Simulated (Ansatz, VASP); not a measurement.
**Ge3Cl: VASP beside Ansatz**

File INCAR:

```
SYSTEM = Ge3Cl
  ALGO = Normal
  EDIFF = 1E-6
  EDIFFG = -0.01
  ENCUT = 600
  GGA = PE
  IBRION = 2
  ISIF = 3
  ISMEAR = 0
  LASPH = .TRUE.
  LCHARG = .FALSE.
  LREAL = .FALSE.
  LWAVE = .FALSE.
  NELM = 100
  NSW = 100
  PREC = Accurate
  SIGMA = 0.1
```

File KPOINTS:

```
k-points
0
G
  12 12 12
  0 0 0
```

The input POSCAR:

```
Ge3Cl
1.0
    0.0000000000      3.4244931586      3.4244931586
    3.4244931586      0.0000000000      3.4244931586
    3.4244931586      3.4244931586      0.0000000000
Ge Cl
3 1
Direct
    0.5000000000      0.5000000000      0.5000000000
    0.2500000000      0.2500000000      0.2500000000
    0.7500000000      0.7500000000      0.7500000000
    0.0000000000      0.0000000000      0.0000000000
```

Input for Ansatz:

```yaml
crystal:
  lattice:
    - [0.0, 3.4244931586, 3.4244931586]
    - [3.4244931586, 0.0, 3.4244931586]
    - [3.4244931586, 3.4244931586, 0.0]
  atoms:
    - { symbol: Ge, position: [0.5, 0.5, 0.5] }
    - { symbol: Ge, position: [0.25, 0.25, 0.25] }
    - { symbol: Ge, position: [0.75, 0.75, 0.75] }
    - { symbol: Cl, position: [0.0, 0.0, 0.0] }
basis:
  ecutwfc: 420
kpoints:
  mp_grid: { grid: [12, 12, 12] }
hamiltonian:
  xc: pbe
scf:
  occupations: { method: gaussian, width: 0.1 }
output:
  forces: true
  stress: true
  eigenvalues: true
relax:
  adjacent_minimum: "off"
  f_tol: 0.01
  max_steps: 80
  cell: { stress_tol: 0.05 }
```

Change from the starting cell: species swapped into the GdMg3 type (Fm-3m, No. 225).

Alike in both runs: task relaxation of cell and atoms; functional PBE; k mesh 12 × 12 × 12; occupations gaussian, width 0.1 eV; no spin polarisation.

|  | VASP | Ansatz |
| --- | --- | --- |
| version | VASP 6.6.1 | Ansatz 0.2.0 |
| potentials or method | VASP PAW PBE potentials, release 64 (Ge_d, Cl) | scalar-relativistic, plane waves, PAW |
| plane-wave cutoff (eV) | 600 | 420 |
| valence electrons in the cell | 49 | 49 |

|  | VASP | Ansatz | Ansatz less VASP |
| --- | --- | --- | --- |
| gap on the k mesh at the Fermi level, each at its own relaxed structure (eV) | none | none | - |
| relaxed volume (Å³/atom) | 19.75 | 19.76 | +0.016 |
| relaxed cell length with the largest relative difference (Å) | 4.816 | 4.817 | +0.0013 |

A gap of «none» marks a metal or a gap that the smearing closes.

Caveats: an odd number of electrons without spin polarisation forces a metal; a magnetic or distorted state may lie lower.
